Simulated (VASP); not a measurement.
Data:

```xyz
3
Lattice="1.5908 -2.7553 0.0000 1.5908 2.7553 0.0000 0.0000 0.0000 3.5603" Properties=species:S:1:pos:R:3 pbc="T T T"
Zr     0.0000     0.0000     0.0000
B      1.5908     0.9184     1.7802
B      1.5908    -0.9184     1.7802
```

The numbers are results of revPBE GGA, VASP's PBE PAW potentials (set 64) (plane waves; VASP 6.6.1), not measurements. Numerical set-up: 520 eV cut-off, 12×12×10 Γ-centred mesh, tetrahedra with Blöchl corrections, potentials Zr_sv B.

The cores are frozen, which limits the accuracy of field gradients.

Question: Give the principal components of the electric field gradient (V/Å²) and the asymmetry η at each nucleus.

Answer: 
| atom | Vxx | Vyy | Vzz | η |
|---|---|---|---|---|
| Zr1 | -21.0 | -20.9 | 41.9 | 0.00 |
| B2 | -1.0 | -1.0 | 2.0 | 0.00 |
| B3 | -1.0 | -1.0 | 2.0 | 0.00 |

The compound is ZrB2 in the AlB2 type structure. It was relaxed first.
